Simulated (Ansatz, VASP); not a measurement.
## CaZr in VASP and in Ansatz

```
Ca Zr
1.0
     3.85714    0.00000    0.00000
     0.00000    3.85714    0.00000
     0.00000    0.00000    3.85714
Ca Zr
1 1
Direct
  0.00000 0.00000 0.00000
  0.50000 0.50000 0.50000
```

Change from the starting cell: species swapped into the TaTc type (Pm-3m, No. 221).

Alike in both runs: functional PBE; k mesh 6 × 6 × 6; occupations gaussian, width 0.1 eV; no spin polarisation.

Ansatz relaxed the structure, and its values are those at the end. VASP's run is a single point on that final structure, the one shown.

|  | VASP | Ansatz |
| --- | --- | --- |
| version | VASP 6.6.1 | Ansatz 0.2.0 |
| potentials or method | VASP PAW PBE potentials, release 64 (Ca_sv, Zr_sv) | scalar-relativistic, plane waves, PAW |
| plane-wave cutoff (eV) | 520 | 420 |
| valence electrons in the cell | 22 | 22 |

```tsv
	VASP	Ansatz	Ansatz less VASP
gap on the k mesh at the Fermi level (eV)	none	none	-
pressure (GPa)	0.4	0.4	-0.05
```

A gap of «none» marks a metal or a gap that the smearing closes.
